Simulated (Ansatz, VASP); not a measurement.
# Ag (Ag wire along [110], 19 atoms a period) in two plane-wave programs, part 3 of 3

One calculation is typed for both programs; each brings its own data sets. How far apart do they land? Of the first pair: The structure shown is the start of the Ansatz relaxation below; VASP solves that cell, so the two are compared at the walk's first step.

VASP 6.6.1 and Ansatz 0.2.0.

So far. Step 4 (Side by side): The forces differ by 1.6 meV/Å r.m.s., which is 1.4 % of the r.m.s. force of 0.114 eV/Å (both taken over all components).

## (5) Ansatz: relaxation, PBE

Level of this step: Ansatz beside VASP: Kohn-Sham DFT, plane waves, PBE (Ansatz).

This run makes the geometry at which the two programs are then compared. The cell compared in this pair holds 805.82 Å³, against 821.43 Å³ for the pair before.

The structure compared here is the end of the Ansatz relaxation.

Contents of input.yaml:

```yaml
crystal:
  lattice:
    - [15.1, 0.0, 0.0]
    - [0.0, 18.538, 0.0]
    - [0.0, 0.0, 2.9344931419]
  atoms:
    - { symbol: Ag, position: [0.225165563, 0.658295362, 0.0] }
    - { symbol: Ag, position: [0.225165563, 0.49999926, 0.0] }
    - { symbol: Ag, position: [0.5, 0.658295362, 0.0] }
    - { symbol: Ag, position: [0.5, 0.49999926, 0.0] }
    - { symbol: Ag, position: [0.5, 0.816591464, 0.0] }
    - { symbol: Ag, position: [0.774834437, 0.658295362, 0.0] }
    - { symbol: Ag, position: [0.774834437, 0.49999926, 0.0] }
    - { symbol: Ag, position: [0.362582781, 0.262555107, 0.5] }
    - { symbol: Ag, position: [0.362582781, 0.420851209, 0.5] }
    - { symbol: Ag, position: [0.362582781, 0.579147311, 0.5] }
    - { symbol: Ag, position: [0.362582781, 0.737443413, 0.5] }
    - { symbol: Ag, position: [0.637417219, 0.262555107, 0.5] }
    - { symbol: Ag, position: [0.637417219, 0.420851209, 0.5] }
    - { symbol: Ag, position: [0.637417219, 0.579147311, 0.5] }
    - { symbol: Ag, position: [0.637417219, 0.737443413, 0.5] }
    - { symbol: Ag, position: [0.225165563, 0.341703158, 0.0] }
    - { symbol: Ag, position: [0.5, 0.341703158, 0.0] }
    - { symbol: Ag, position: [0.5, 0.183407056, 0.0] }
    - { symbol: Ag, position: [0.774834437, 0.341703158, 0.0] }
kpoints:
  mp_grid: { grid: [1, 1, 28] }
scf:
  occupations: { method: fermi_dirac, width: 0.05 }
hamiltonian:
  xc: pbe
  pseudopotentials: { kind: paw, azcp: { folder: soft_1 } }
relax:
  cell: { fix: [a, b, alpha, beta, gamma] }
  max_steps: 45
  f_tol: 0.03
```

Run with:

```sh
$ ansatz run input.yaml --threads 4 --pin off --max-ram 16384MiB --backend cpu --events-out ev --progress --plain --runs-dir out
```

Numbers of over 12 decimals in the logs are rounded to 6 here.

What it wrote:

```text
[...]
Crystal: 19 atoms, lattice volume = 821.434 Å³
Basis set: ecut = 420 eV, 15971 PW (Γ), exchange–correlation on 216×250×40 points (8 copies of the dense FFT grid, shifted against one another)
Bands: 217, of which v1, the nominal top of the filled ones, is band 181 counted from 1 (180 counted from 0)
Symmetry: 8 space group operations
[...]
k-points: 15 of 28
[...]
- { symbol: Ag, position: [0.5, 0.807902, 0.0] }
    - { symbol: Ag, position: [0.772339, 0.655630, 0.0] }
    - { symbol: Ag, position: [0.778016, 0.49999926, 0.0] }
    - { symbol: Ag, position: [0.360482, 0.264183, 0.500000] }
[...]
- { symbol: Ag, position: [0.227661, 0.344368, 0.0] }
    - { symbol: Ag, position: [0.5, 0.344907, 0.0] }
    - { symbol: Ag, position: [0.5, 0.192097, 0.0] }
    - { symbol: Ag, position: [0.772339, 0.344368, 0.0] }
[key lines of the parts left out:]
SCF converged after 6 iterations
Free energy (F): -144215.765565 eV
Fermi energy:    4.486601 eV
P = ⅓ Tr σ = 0.0039 GPa (0.039 kbar)
```

## (6) VASP: single point, PBE, relaxed cell, pair 2

The same cell, functional, mesh and smearing now go to VASP, with its own data sets.

Contents of INCAR:

```
SYSTEM = Ag
PREC = Accurate
ENCUT = 500
EDIFF = 1E-06
NELM = 120
ISMEAR = -1
SIGMA = 0.05
LREAL = .FALSE.
ALGO = Normal
GGA = PE
NBANDS = 129
LASPH = .TRUE.
LORBIT = 11
LWAVE = .FALSE.
LCHARG = .FALSE.
ISIF = 2
GGA_COMPAT = .FALSE.
KPAR = 4
```

Contents of POSCAR:

```
Ag
1.0
   15.1000000000      0.0000000000      0.0000000000
    0.0000000000     18.5380000000      0.0000000000
    0.0000000000      0.0000000000      2.8787066688
Ag
19
Direct
    0.2276614041      0.6556304297      0.0000000000
    0.2219843864      0.4999992600      0.0000000000
    0.5000000000      0.6550911938      0.0000000000
    0.5000000000      0.4999992600      0.0000000000
    0.5000000000      0.8079016906      0.0000000000
    0.7723385959      0.6556304297      0.0000000000
    0.7780156136      0.4999992600      0.0000000000
    0.3604822591      0.2641827285      0.5000000000
    0.3604636499      0.4223843827      0.5000000000
    0.3604636499      0.5776141373      0.5000000000
    0.3604822591      0.7358157915      0.5000000000
    0.6395177409      0.2641827285      0.5000000000
    0.6395363501      0.4223843827      0.5000000000
    0.6395363501      0.5776141373      0.5000000000
    0.6395177409      0.7358157915      0.5000000000
    0.2276614041      0.3443680903      0.0000000000
    0.5000000000      0.3449073262      0.0000000000
    0.5000000000      0.1920968294      0.0000000000
    0.7723385959      0.3443680903      0.0000000000
```

Contents of KPOINTS:

```
Automatic mesh
0
Gamma
1 1 28
0 0 0
```

The projector-augmented-wave data sets are Ag (PBE family, release 64).

Run with:

```sh
$ mpirun -np 4 vasp_std
```

What it wrote:

```text
[banner, memory and clock lines left out]
running    4 mpi-ranks, on    1 nodes
[...]
[... a notice as in an earlier step ...]

 LDA part: xc-table for (Slater+PW92), standard interpolation
 POSCAR, INCAR and KPOINTS ok, starting setup
[...]
entering main loop
       N       E                     dE             d eps       ncg     rms          rms(c)
DAV:   1     0.127885193846E+04    0.12789E+04   -0.94341E+04  3934   0.137E+03
DAV:   2     0.354243052057E+00   -0.12785E+04   -0.12102E+04  4150   0.303E+02
DAV:   3    -0.487811728816E+02   -0.49135E+02   -0.48021E+02  4227   0.560E+01
DAV:   4    -0.495252866334E+02   -0.74411E+00   -0.74226E+00  4356   0.669E+00
[...]
DAV:  19    -0.457991774790E+02   -0.76940E-05   -0.31883E-07  2498   0.851E-04    0.369E-04
DAV:  20    -0.457991791254E+02   -0.16464E-05   -0.67717E-08  2396   0.381E-04    0.202E-04
DAV:  21    -0.457991797869E+02   -0.66146E-06   -0.54923E-08  2344   0.263E-04
   1 F= -.45799180E+02 E0= -.45774579E+02  d E =-.492011E-01
```

OUTCAR, selected parts (step 6):

```text
  Total        0.0451217     -0.5137056     -0.3500253      0.0000000      0.0000000      0.0000000
  in kB        0.0897137     -1.0213807     -0.6959416      0.0000000      0.0000000      0.0000000
  external PRESSURE =      -0.5425362 kB  Pullay stress =       0.0000000 kB

 POSITION                                       TOTAL-FORCE (eV/Angst)
 -----------------------------------------------------------------------------------
      3.43769     12.15408      0.00000         0.005396     -0.001989     -0.000000
      3.35196      9.26899      0.00000         0.001281      0.000000     -0.000000
      7.55000     12.14408      0.00000         0.000000     -0.001143     -0.000000
      7.55000      9.26899      0.00000         0.000000      0.000000     -0.000000
      7.55000     14.97688      0.00000         0.000000     -0.013213      0.000000
     11.66231     12.15408      0.00000        -0.005396     -0.001989     -0.000000
     11.74804      9.26899      0.00000        -0.001281      0.000000     -0.000000
      5.44328      4.89742      1.43935         0.000709      0.003221      0.000000
      5.44300      7.83016      1.43935         0.004633      0.000279      0.000000
      5.44300     10.70781      1.43935         0.004633     -0.000279     -0.000000
      5.44328     13.64055      1.43935         0.000709     -0.003221      0.000000
      9.65672      4.89742      1.43935        -0.000709      0.003221     -0.000000
      9.65700      7.83016      1.43935        -0.004633      0.000279     -0.000000
      9.65700     10.70781      1.43935        -0.004633     -0.000279     -0.000000
[...]
-----------------------------------------------------------------------------------
    total drift:                                0.000000      0.121487     -0.000000

  FREE ENERGIE OF THE ION-ELECTRON SYSTEM (eV)
  ---------------------------------------------------
  free  energy   TOTEN  =       -45.7991797869 eV

  energy  without entropy=      -45.7499786940  energy(sigma->0) =      -45.77457924

[... 1 part as in an earlier step ...]

[... 2 further parts left out ...]
[key lines of the parts left out:]
E-fermi :   0.9420
```

## (7) Comparison

What differs besides the data sets and the points named for the pairs above, as far as they apply: the data sets hold 361 valence electrons in Ansatz (on its PAW soft_1 files) and 209 in VASP; the cutoff is 420 eV in Ansatz and 500 eV in VASP; Ansatz's pressure holds a Pulay correction, VASP's none. Total energies have different zeros and are not compared.

Compared:

```tsv
quantity	Ansatz	VASP	difference
pressure (GPa)	0.00	-0.05	+0.06
```

At this near-relaxed geometry the largest component of a force difference is 8 meV/Å.

## (8) Outcome

* r.m.s. force difference (single point, PBE, start cell, pair 1): 1.6 meV/Å
* difference in pressure (single point, PBE, relaxed cell, pair 2): 0.058 GPa

The r.m.s. force difference is 1.6 meV/Å (single point, PBE, start cell, pair 1), within the 12 meV/Å picked in this series as the mark of a large difference. The data sets hold unlike numbers of valence electrons (361 in Ansatz and 209 in VASP), so part of the differences comes from the potentials. How closely two codes agree says nothing of how well the functional describes the real material.

[Lines on the potential files, build, host, timing and source positions are cut from VASP's logs without a mark.]

[Logs are printed without paths, hosts, clocks, repeated set-up lines and the standing remarks that a program may print on its own settings, such as how far it seeks lower states.]

[Hosts, paths, dates, database ids (printed as entryN), source tags and the programs' standing remarks are cut or masked in the printed files.]
